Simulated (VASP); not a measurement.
These are PBEsol GGA, VASP's PBE PAW potentials (set 64) (plane waves; VASP) values and carry that method's errors.

Input for VASP

POSCAR:
```
HgPPd5
7.1805390
  0.5595715029   0.0000000000   0.0000000000
  0.0000000000   0.5595715029   0.0000000000
  0.0000000000   0.0000000000   1.0000000000
Hg P Pd
1 1 5
Cart
  0.2797857515   0.2797857515   0.0000000000
  0.0000000000   0.0000000000   0.5000000000
  0.0000000000   0.2797857515   0.3028900000
  0.0000000000   0.2797857515   0.6971100000
  0.2797857515   0.0000000000   0.3028900000
  0.2797857515   0.0000000000   0.6971100000
  0.0000000000   0.0000000000   0.0000000000
```

**INCAR**
```
# general
SYSTEM =HgPPd5
PREC   =Accurate
ENCUT  =300
LREAL  =.FALSE.
LASPH  =.TRUE.

# electronic loop
EDIFF  =1E-6
NELM   =100
ALGO   =Normal
LMAXMIX=6

# smearing
ISMEAR =0
SIGMA  =0.1

# functional
GGA    =PS

# ions
ISIF   =2

# output
LWAVE  =.FALSE.
LCHARG =.FALSE.
```

**KPOINTS**
```
Automatic mesh
0
Gamma
5 5 3
0 0 0
```

POTCAR, in this order: Hg P Pd (PBE.64 set). Program: vasp_std.

Output

**OUTCAR**
```
 ion  position               nearest neighbor table
   1  0.500  0.500  0.000-   7 2.84   7 2.84   7 2.84   7 2.84   3 2.96   5 2.96   6 2.96   4 2.96
                             3 2.96   4 2.96   5 2.96   6 2.96
   2  0.000  0.000  0.500-   3 2.46   4 2.46   5 2.46   6 2.46   3 2.46   4 2.46   5 2.46   6 2.46
  LATTYP: Found a simple tetragonal cell.
 ALAT       =     4.0180250000
 C/A-ratio  =     1.7870817130
 Subroutine PRICEL returns:
 Original cell was already a primitive cell.
 Subroutine GETGRP returns: Found 16 space group operations
The static configuration has the point symmetry D_4h.
The dynamic configuration has the point symmetry D_4h.
 Subroutine INISYM returns: Found 16 space group operations
 Subroutine IBZKPT returns following result:
 Found     12 irreducible k-points:

 Following reciprocal coordinates:
            Coordinates               Weight
  0.000000  0.000000  0.000000      1.000000
  0.200000  0.000000  0.000000      4.000000
  0.400000  0.000000  0.000000      4.000000
  0.200000  0.200000  0.000000      4.000000
  0.400000  0.200000  0.000000      8.000000
  0.400000  0.400000  0.000000      4.000000
  0.000000  0.000000  0.333333      2.000000
  0.200000  0.000000  0.333333      8.000000
  0.400000  0.000000  0.333333      8.000000
  0.200000  0.200000  0.333333      8.000000
  0.400000  0.200000  0.333333     16.000000
  0.400000  0.400000  0.333333      8.000000
   k-points           NKPTS =     12   k-points in BZ     NKDIM =     12   number of bands    NBANDS=     40
   number of dos      NEDOS =    301   number of ions     NIONS =      7
   total plane-waves  NPLWV =  24192
   dimension x,y,z NGX =    24 NGY =   24 NGZ =   42
   dimension x,y,z NGXF=    48 NGYF=   48 NGZF=   84
   ions per type =               1   1   5
   PREC   = accura    normal or accurate (medium, high low for compatibility)
   ISTART =      0    job   : 0-new  1-cont  2-samecut
   ICHARG =      2    charge: 1-file 2-atom 10-const
   ISPIN  =      1    spin polarized calculation?
   LNONCOLLINEAR =      F non collinear calculations
   LSORBIT =      F    spin-orbit coupling
   INIWAV =      1    electr: 0-lowe 1-rand  2-diag
   ENCUT  =  300.0 eV  22.05 Ry    4.70 a.u.   5.67  5.67 10.14*2*pi/ulx,y,z
   NELM   =    100;   NELMIN=  2; NELMDL= -5     # of ELM steps
   EDIFF  = 0.1E-05   stopping-criterion for ELM
   LREAL  =      F    real-space projection
   NLSPLINE    = F    spline interpolate recip. space projectors
   LMAXMIX     =    6 max onsite mixed and CHGCAR
   VOSKOWN=      0    Vosko Wilk Nusair interpolation
   EDIFFG = 0.1E-04   stopping-criterion for IOM
   NSW    =      0    number of steps for IOM
   NBLOCK =      1;   KBLOCK =      1    inner block; outer block
   IBRION =     -1    ionic relax: 0-MD 1-quasi-New 2-CG
   NFREE  =      0    steps in history (QN), initial steepest desc. (CG)
   ISIF   =      2    stress and relaxation
   ISYM   =      2    0-nonsym 1-usesym 2-fastsym
   TEIN   =    0.0    initial temperature
   TEBEG  =    0.0;   TEEND  =   0.0 temperature during run
   SMASS  =  -3.00    Nose mass-parameter (am)
   PSTRESS=    0.0 pullay stress
   NELECT =      67.0000    total number of electrons
   EFERMI =   0.00;   METHOD = LEGACY
   ISMEAR =     0;   SIGMA  =   0.10  broadening in eV -4-tet -1-fermi 0-gaus
   IALGO  =     38    algorithm
   LDIAG  =      T    sub-space diagonalisation (order eigenvalues)
   IMIX   =      4    mixing-type and parameters
     AMIX     =   0.40;   BMIX     =  1.00
     AMIX_MAG =   1.60;   BMIX_MAG =  1.00
     AMIN     =   0.10
   GGA     = PS    functional components
   VOSKOWN =     0    Vosko Wilk Nusair interpolation
   LHFCALC =     F    Hartree Fock is set to
   LHFONE  =     F    Hartree Fock one center treatment
   AEXX    =    0.0000 exact exchange contribution
...
```

File OSZICAR:
```
       N       E                     dE             d eps       ncg     rms          rms(c)
DAV:   1     0.319333506997E+03    0.31933E+03   -0.23868E+04   984   0.102E+03
DAV:   2    -0.280596940057E+02   -0.34739E+03   -0.33189E+03  1056   0.289E+02
DAV:   3    -0.401290229692E+02   -0.12069E+02   -0.11837E+02  1096   0.567E+01
DAV:   4    -0.402891975653E+02   -0.16017E+00   -0.16010E+00  1040   0.670E+00
DAV:   5    -0.402924937257E+02   -0.32962E-02   -0.32947E-02  1152   0.929E-01    0.175E+01
DAV:   6    -0.389124916862E+02    0.13800E+01   -0.64883E+00  1064   0.180E+01    0.977E+00
DAV:   7    -0.388099623541E+02    0.10253E+00   -0.11276E+00  1096   0.105E+01    0.617E+00
DAV:   8    -0.387877591677E+02    0.22203E-01   -0.80202E-01  1096   0.949E+00    0.279E+00
DAV:   9    -0.387258109592E+02    0.61948E-01   -0.34898E-01  1072   0.551E+00    0.782E-01
DAV:  10    -0.387201019563E+02    0.57090E-02   -0.21566E-02  1072   0.143E+00    0.335E-01
DAV:  11    -0.387202475801E+02   -0.14562E-03   -0.38258E-03  1080   0.416E-01    0.133E-01
DAV:  12    -0.387200350333E+02    0.21255E-03   -0.14650E-03  1040   0.327E-01    0.475E-02
DAV:  13    -0.387200273359E+02    0.76974E-05   -0.63223E-05  1032   0.720E-02    0.122E-02
DAV:  14    -0.387200274308E+02   -0.94918E-07   -0.70725E-06  1112   0.170E-02
   1 F= -.38720027E+02 E0= -.38716185E+02  d E =-.768537E-02
```

OUTCAR:
```
------------------------ aborting loop because EDIFF is reached ----------------------------------------
  FORCE on cell =-STRESS in cart. coord.  units (eV):
  Direction    XX          YY          ZZ          XY          YZ          ZX
  --------------------------------------------------------------------------------------
  Total       -8.4750006     -8.4750006     -8.7027931      0.0000000      0.0000000      0.0000000
  in kB     -117.1299631   -117.1299631   -120.2782017      0.0000000      0.0000000      0.0000000
  external PRESSURE =    -118.1793759 kB  Pullay stress =       0.0000000 kB
  volume of cell :      115.93
      direct lattice vectors                 reciprocal lattice vectors
     4.018025000  0.000000000  0.000000000     0.248878491  0.000000000  0.000000000
     0.000000000  4.018025000  0.000000000     0.000000000  0.248878491  0.000000000
     0.000000000  0.000000000  7.180539000     0.000000000  0.000000000  0.139265311
 POSITION                                       TOTAL-FORCE (eV/Angst)
 -----------------------------------------------------------------------------------
      2.00901      2.00901      0.00000        -0.000000     -0.000000      0.000000
      0.00000      0.00000      3.59027        -0.000000     -0.000000      0.000000
      0.00000      2.00901      2.17491        -0.000000     -0.000000      0.123134
      0.00000      2.00901      5.00563         0.000000     -0.000000     -0.123134
      2.00901      0.00000      2.17491        -0.000000      0.000000      0.123134
      2.00901      0.00000      5.00563        -0.000000     -0.000000     -0.123134
      0.00000      0.00000      0.00000        -0.000000     -0.000000      0.000000
 -----------------------------------------------------------------------------------
    total drift:                                0.000000     -0.000000     -0.000000
  FREE ENERGIE OF THE ION-ELECTRON SYSTEM (eV)
  ---------------------------------------------------
  free  energy   TOTEN  =       -38.7200274308 eV

  energy  without entropy=      -38.7123420649  energy(sigma->0) =      -38.71618475
```
(Selected blocks of OUTCAR.)

File OUTCAR:
```
 val. band max:        7.4497884162   @ k =   0.0000   0.0000   0.0000

 cond. band min:       7.5553467248   @ k =   0.4000   0.0000   0.0000


 Fermi energy:         7.5514554536

 k-point     1 :       0.0000    0.0000    0.0000
  band No.  band energies     occupation
      1      -4.3826      2.00000
      2       0.3408      2.00000
      3       0.5526      2.00000
      4       0.7452      2.00000
      5       0.8618      2.00000
      6       0.9666      2.00000
      7       0.9678      2.00000
      8       0.9678      2.00000
      9       2.2085      2.00000
     10       2.2085      2.00000
     11       3.3139      2.00000
     12       3.4461      2.00000
     13       3.6085      2.00000
     14       3.6743      2.00000
     15       4.2343      2.00000
     16       4.5179      2.00000
     17       4.5179      2.00000
     18       4.6194      2.00000
     19       5.4139      2.00000
     20       5.4139      2.00000
     21       5.9493      2.00000
     22       6.0611      2.00000
     23       6.0855      2.00000
     24       6.2764      2.00000
     25       6.2764      2.00000
     26       6.4972      2.00000
     27       6.5101      2.00000
     28       6.6327      2.00000
     29       6.6511      2.00000
     30       6.6511      2.00000
     31       6.7480      2.00000
     32       7.4123      1.95098
     33       7.4498      1.84951
     34       7.8788      0.00000
     35       7.8788      0.00000
     36      10.2818      0.00000
     37      10.7268      0.00000
     38      13.0784      0.00000
     39      13.1263      0.00000
     40      13.1263      0.00000

 k-point     2 :       0.2000    0.0000    0.0000
  band No.  band energies     occupation
      1      -4.2391      2.00000
      2       0.5599      2.00000
      3       0.7776      2.00000
      4       0.8424      2.00000
      5       0.9186      2.00000
      6       0.9973      2.00000
      7       1.0286      2.00000
      8       1.2350      2.00000
...
```

At this cut-off the stress carries a Pulay error, which pulls relaxed volumes low. Unless said otherwise, spin-orbit coupling is left out, though it shifts the bands of the heavy elements here.

The structure comes from a computed database's HgPPd5 entry (P4/mmm); how it stands against other phases isn't given here. The cell was not relaxed at this level. The k-mesh is coarse (spacing up to 0.31 per Å, 2π included), so the numbers may not be converged in it. The electron count is odd and the run is not spin-polarised, which forces a metal.
